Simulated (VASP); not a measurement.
The input files of a VASP run:

**INCAR**
```
! general
SYSTEM  = MgSnO3
PREC    = Accurate
ENCUT   = 520
LREAL   = .FALSE.
LASPH   = .TRUE.

! electronic loop
EDIFF   = 1E-6
NELM    = 100
ALGO    = Normal
LMAXMIX = 4

! smearing
ISMEAR  = 0
SIGMA   = 0.05

! functional
GGA     = PS

! ions
IBRION  = 2
NSW     = 60
ISIF    = 3
EDIFFG  = -0.02

! output
LWAVE   = .FALSE.
LCHARG  = .FALSE.
```

File KPOINTS:
```
Automatic mesh
0
Gamma
5 5 5
0 0 0
```

**POSCAR**
```
MgSnO3
1.0
  3.9890136831   0.0000000000   0.0000000000
  0.0000000000   3.9890136831   0.0000000000
  0.0000000000   0.0000000000   3.9890136831
Mg Sn O
1 1 3
Cartesian
  0.0000000000   0.0000000000   0.0000000000
  1.9945068416   1.9945068416   1.9945068416
  0.0000000000   1.9945068416   1.9945068416
  1.9945068416   1.9945068416   0.0000000000
  1.9945068416   0.0000000000   1.9945068416
```

POTCAR, in this order: Mg Sn_d O (PBE.64 set). Program: vasp_std.

Task: Translate this PBEsol calculation to Ansatz.

Result: One equivalent input (not run):
Ansatz 0.2 input:
```yaml
crystal:
  lattice:
    - [3.9890137, 0.0000000, 0.0000000]
    - [0.0000000, 3.9890137, 0.0000000]
    - [0.0000000, 0.0000000, 3.9890137]
  atoms:
    - { symbol: Mg, position: [0.0000000, 0.0000000, 0.0000000] }
    - { symbol: Sn, position: [0.5000000, 0.5000000, 0.5000000] }
    - { symbol: O, position: [0.0000000, 0.5000000, 0.5000000] }
    - { symbol: O, position: [0.5000000, 0.5000000, 0.0000000] }
    - { symbol: O, position: [0.5000000, 0.0000000, 0.5000000] }
kpoints:
  mp_grid: { grid: [5, 5, 5] }
hamiltonian:
  xc: pbesol
  pseudopotentials: { kind: paw }
scf:
  occupations: { method: gaussian, width: 0.05 }
  max_iter: 100
relax:
  max_steps: 60
  f_tol: 0.02
  cell: {}
output: { forces: true, stress: true, eigenvalues: true }
```
Limits of the translation: each code has its own PAW files, so the cut-off isn't converted (ENCUT is set for VASP's; basis.ecutwfc is left out, and Ansatz then takes the one that its files recommend); Ansatz stops its SCF on the density residual and VASP on the energy change (EDIFF).

The structure was generated: MgSnO3 was put into the cubic-perovskite type (Pm-3m), which need not be its known phase. It was relaxed first. The start is the result of an earlier pass.
